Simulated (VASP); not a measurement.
GaP (zinc blende): the cohesive energy from VASP (plane waves, PAW) at several levels of theory. Atoms are spin-polarised in a large box without symmetry, with the spin fixed by Hund's rule, and may not be in the lowest state of each functional; no zero-point energy is added.

| level | cohesive energy (eV/atom) | error against measurement |
|---|---|---|
| LDA | 4.40 | +21.8 % |
| PBE | 3.48 | -3.7 % |
| r2SCAN | 3.63 | +0.7 % |

Measured: 3.61 eV/atom at 0 K (as given by Daniel Mejia-Rodriguez et al., Physical Review B (2018), arXiv:1807.09216; static lattice: zero-point vibration energy added).

The cell of the LDA run:

```xyz
2
Lattice="0.0000 2.6970 2.6970 2.6970 0.0000 2.6970 2.6970 2.6970 0.0000" Properties=species:S:1:pos:R:3 pbc="T T T"
Ga     0.0000     0.0000     0.0000
P      1.3485     1.3485     1.3485
```

Only levels that ran to the end are used. Left out are those held back, those with too coarse a band path, GW runs whose mesh misses a band edge, hybrids' fits of cells that aren't cubic and levels without matching references; a question may draw on a part of the rest.
